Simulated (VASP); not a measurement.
# GeOs3 (Pmmn) in VASP: single point with LDA

Aim: the single point of GeOs3 with LDA.

Everything below comes from runs of VASP 6.6.1. Logs are shortened: lines on timing, memory, paths and dates and some standing lists are left out, and cuts for length are marked.

### Step 1. The crystal as given

It takes space group Pmmn (No. 59, orthorhombic). Conventional cell: a = 4.283 Å, b = 5.327 Å, c = 4.507 Å, α = 90.00°, β = 90.00°, γ = 90.00°. Ge (site symmetry mm2) is surrounded by 12 Os at 2.61 to 2.66 Å. Os (site symmetry m) is surrounded by 4 Ge at 2.61 to 2.63 Å and 8 Os at 2.61 to 2.66 Å. Os (site symmetry mm2) is surrounded by 8 Os at 2.61 to 2.63 Å and 4 Ge at 2.63 to 2.66 Å.

The cell was built by a generator and needn't be a form met in nature.

### Step 2. Single point, LDA

INCAR reads:

```
  ALGO = Fast
  EDIFF = 1E-7
  ENCUT = 520
  GGA = CA
  ISIF = 2
  ISMEAR = -1
  LASPH = T
  LCHARG = F
  LREAL = F
  LWAVE = F
  NBANDS = 48
  NELM = 100
  PREC = Accurate
  SIGMA = 0.1
```

KPOINTS reads:

```
k-points
0
Gamma
  6 8 7
```

POSCAR reads:

```
GeOs3
1.0
    5.3271592400      0.0000000000      0.0000000000
    0.0000000000      4.2826378300      0.0000000000
    0.0000000000      0.0000000000      4.5066773400
Ge Os
2 6
Direct
    0.0000000000      0.0000000000      0.3300000000
    0.5000000000      0.5000000000      0.6700000000
    0.2500000000      0.0000000000      0.8330000000
    0.7500000000      0.0000000000      0.8330000000
    0.7500000000      0.5000000000      0.1670000000
    0.2500000000      0.5000000000      0.1670000000
    0.0000000000      0.5000000000      0.6700000000
    0.5000000000      0.0000000000      0.3300000000
```

Potentials or basis: VASP PAW LDA potentials, release 64 (Ge_d, Os).

The run is started by

```bash
cat potpaw_LDA.64/Ge_d/POTCAR potpaw_LDA.64/Os/POTCAR > POTCAR
mpirun -np 1 vasp_std > vasp.out
```

OUTCAR:

```text
EDIFF = 1E-7
   ENCUT = 520
   GGA = CA
   ISIF = 2
   ISMEAR = -1
   LASPH = T
   LREAL = F
   NELM = 100
   PREC = Accurate

 ion  position               nearest neighbor table
   1  0.000  0.000  0.330-   3 2.61   4 2.61   5 2.63   6 2.63   5 2.63   6 2.63   3 2.63   4 2.63
                             7 2.63   7 2.63   8 2.66   8 2.66
   2  0.500  0.500  0.670-   5 2.61   6 2.61   3 2.63   4 2.63   3 2.63   4 2.63   5 2.63   6 2.63
                             8 2.63   8 2.63   7 2.66   7 2.66
   3  0.250  0.000  0.833-   1 2.61   8 2.61   6 2.62   6 2.62   2 2.63   2 2.63   7 2.63   7 2.63
                             8 2.63   1 2.63   4 2.66   4 2.66
   4  0.750  0.000  0.833-   1 2.61   8 2.61   5 2.62   5 2.62   2 2.63   2 2.63   7 2.63   7 2.63
                             8 2.63   1 2.63   3 2.66   3 2.66
   5  0.750  0.500  0.167-   2 2.61   7 2.61   4 2.62   4 2.62   8 2.63   1 2.63   1 2.63   8 2.63
                             2 2.63   7 2.63   6 2.66   6 2.66
   6  0.250  0.500  0.167-   2 2.61   7 2.61   3 2.62   3 2.62   8 2.63   1 2.63   1 2.63   8 2.63
                             2 2.63   7 2.63   5 2.66   5 2.66
   7  0.000  0.500  0.670-   5 2.61   6 2.61   3 2.63   4 2.63   3 2.63   4 2.63   5 2.63   6 2.63
                             1 2.63   1 2.63   2 2.66   2 2.66
   8  0.500  0.000  0.330-   3 2.61   4 2.61   5 2.63   6 2.63   5 2.63   6 2.63   3 2.63   4 2.63
                             2 2.63   2 2.63   1 2.66   1 2.66

  LATTYP: Found a simple orthorhombic cell.
 ALAT       =     4.2826378300
 B/A-ratio  =     1.0523134383
 C/A-ratio  =     1.2438967411

  Lattice vectors:

 A1 = (   0.0000000000,   4.2826378300,   0.0000000000)
 A2 = (   0.0000000000,   0.0000000000,   4.5066773400)
 A3 = (   5.3271592400,   0.0000000000,   0.0000000000)

Analysis of symmetry for initial positions (statically):
=====================================================================
 Subroutine PRICEL returns:
 Original cell was already a primitive cell.

 Routine SETGRP: Setting up the symmetry group for a
 simple orthorhombic supercell.

 Subroutine GETGRP returns: Found  8 space group operations
 (whereof  4 operations were pure point group operations)
 out of a pool of  8 trial point group operations.

The static configuration has the point symmetry C_2v.
 The point group associated with its full space group is D_2h.

Analysis of symmetry for dynamics (positions and initial velocities):
=====================================================================
 Subroutine PRICEL returns:
 Original cell was already a primitive cell.

 Routine SETGRP: Setting up the symmetry group for a
 simple orthorhombic supercell.
[... 128 lines left out ...]
   PSTRESS=    0.0 pullay stress
   NELECT =      76.0000    total number of electrons
   NUPDOWN=      -1.0000    fix difference up-down
   EMIN   =  10.00;   EMAX   =-10.00  energy-range for DOS
   EFERMI =   0.00;   METHOD = LEGACY
   ISMEAR =    -1;   SIGMA  =   0.10  broadening in eV -4-tet -1-fermi 0-gaus
   EFERMI_NEDOS =   21; number of points for ismear=-14 and -15
   IALGO  =     68    algorithm
   IMIX   =      4    mixing-type and parameters
     AMIX     =   0.40;   BMIX     =  1.00
     AMIX_MAG =   1.60;   BMIX_MAG =  1.00
  volume/ion in A,a.u.               =      12.85        86.73
  Fermi-wavevector in a.u.,A,eV,Ry     =   1.480215  2.797201 29.810869  2.191037
  Thomas-Fermi vector in A             =   2.594277
   LORBIT       =      0    0 simple, 1 ext, 2 COOP (PROOUT), +10 PAW based schemes
   GGA     = CA    functional components
   LHFCALC =     F    Hartree Fock is set to
   AEXX    =    0.0000 exact exchange contribution
   IVDW    =     0    specifies the selected vdW correction
   LEPSILON=     F    determine dielectric tensor
   LRPA    =     F    only Hartree local field effects (RPA)
 non-spin polarized calculation
 RMM-DIIS sequential band-by-band and
  energy-cutoff  :      520.00
  volume of cell :      102.82
 maximum number of plane-waves:      2792
 NGX is ok and might be reduce to    40
   NGX = 19   NGY = 15   NGZ = 17

 number of electron      75.9999971 magnetization

 Free energy of the ion-electron system (eV)
  ---------------------------------------------------
  ext. energy  EPLUGINS =         0.00000000
  ---------------------------------------------------
  free energy    TOTEN  =       -82.36453638 eV

  energy without entropy =      -82.15146648  energy(sigma->0) =      -82.25800143

 E-fermi :  10.9729     XC(G=0): -14.4168

 val. band max:       10.9652946765   @ k =   0.3333   0.3750   0.4286
 cond. band min:      10.9734502816   @ k =   0.0000   0.0000   0.0000
 fundamental gap:      0.0081556051
 Fermi energy:        10.9729063886

 k-point     1 :       0.0000    0.0000    0.0000
  band No.  band energies     occupation
      1     -14.4693      2.00000
      2     -14.4620      2.00000
      3     -14.4606      2.00000
      4     -14.4560      2.00000
      5     -14.4511      2.00000
      6     -14.4509      2.00000
[... 1213 lines left out ...]
     47      15.4602      0.00000
     48      15.4616      0.00000

 [... further k-points ...]

------------------------ aborting loop because EDIFF is reached ----------------------------------------

  FORCE on cell =-STRESS in cart. coord.  units (eV):
  Direction    XX          YY          ZZ          XY          YZ          ZX
  --------------------------------------------------------------------------------------
  -------------------------------------------------------------------------------------
  Total       20.8831840     17.2889533     22.8382823      0.0000000      0.0000000      0.0000000
  in kB      325.4196734    269.4112898    355.8856898      0.0000000      0.0000000      0.0000000
  external PRESSURE =     316.9055510 kB  Pullay stress =       0.0000000 kB

 VOLUME and BASIS-vectors are now :
 -----------------------------------------------------------------------------
  energy-cutoff  :      520.00
  volume of cell :      102.82
      direct lattice vectors                 reciprocal lattice vectors
     5.327159240  0.000000000  0.000000000     0.187717310  0.000000000  0.000000000
     0.000000000  4.282637830  0.000000000     0.000000000  0.233500950  0.000000000
     0.000000000  0.000000000  4.506677340     0.000000000  0.000000000  0.221892966

 POSITION                                       TOTAL-FORCE (eV/Angst)
 -----------------------------------------------------------------------------------
      0.00000      0.00000      1.48720         0.000000     -0.000000      0.363925
      2.66358      2.14132      3.01947         0.000000     -0.000000     -0.363925
      1.33179      0.00000      3.75406         0.436252     -0.000000      0.320954
      3.99537      0.00000      3.75406        -0.436252     -0.000000      0.320954
      3.99537      2.14132      0.75262         0.436252     -0.000000     -0.320954
      1.33179      2.14132      0.75262        -0.436252      0.000000     -0.320954
      0.00000      2.14132      3.01947         0.000000     -0.000000     -0.793789
      2.66358      0.00000      1.48720         0.000000     -0.000000      0.793789
 -----------------------------------------------------------------------------------
    total drift:                               -0.000000      0.000000      0.000000

  FREE ENERGIE OF THE ION-ELECTRON SYSTEM (eV)
  ---------------------------------------------------
  free  energy   TOTEN  =       -82.3645363792 eV

  energy  without entropy=      -82.1514664788  energy(sigma->0) =      -82.25800143
```

stdout:

```text
POSCAR found type information on POSCAR GeOs
[... 30 lines left out ...]
 num prob  num prob  num prob  num prob  num prob  num prob  num prob  num prob  num prob  num prob  num prob  num prob  num prob  num prob  num prob  num prob  num prob  num prob  num prob  num prob  num prob  num prob  num prob  num prob  num prob  num prob  num prob  num prob  num prob  num prob  num prob  num prob  num prob  num prob  num prob  num prob  num prob  num prob  num prob  num prob  num prob  num prob RMM:  21    -0.823645363792E+02    0.35670E-08   -0.21241E-07  6257   0.204E-03
```

Run time: 4.2 min. Hardware: 1 thread of Intel Xeon 6975P-C (Granite Rapids), shared host; peak memory 0.39 GiB.

What came out:

| Item | Value |
| --- | --- |
| Free energy | -82.3645 eV |
| Pressure | 31.7 GPa |
| Largest force | 0.794 eV/Å |
| Band gap on the k mesh | none (metal or under the smearing width) |

Forces on the atoms (eV/Å):
```
Ge   0.000  0.000  0.364
Ge   0.000  0.000 -0.364
Os   0.436  0.000  0.321
Os  -0.436  0.000  0.321
Os   0.436  0.000 -0.321
Os  -0.436  0.000 -0.321
Os   0.000  0.000 -0.794
Os   0.000  0.000  0.794
```

Levels at points of the mesh, in eV from the Fermi level:
```tsv
k point	band 35	band 36	band 37	band 38	band 39	band 40	band 41	band 42
(0.00, 0.00, 0.00)	-0.79	-0.46	0.00	0.19	0.21	0.65	1.00	1.33
(0.50, 0.00, 0.00)	-0.89	-0.89	-0.09	-0.09	0.16	0.16	1.03	1.03
(0.00, 0.50, 0.00)	-0.69	-0.69	-0.40	-0.40	0.35	0.35	0.50	0.50
(0.50, 0.50, 0.00)	-0.82	-0.82	-0.68	-0.68	-0.03	-0.03	1.18	1.18
```

Caveat: a pressure of tens of GPa on the cell as given is suspect, and the run, the potentials or the cell itself is likely at fault.
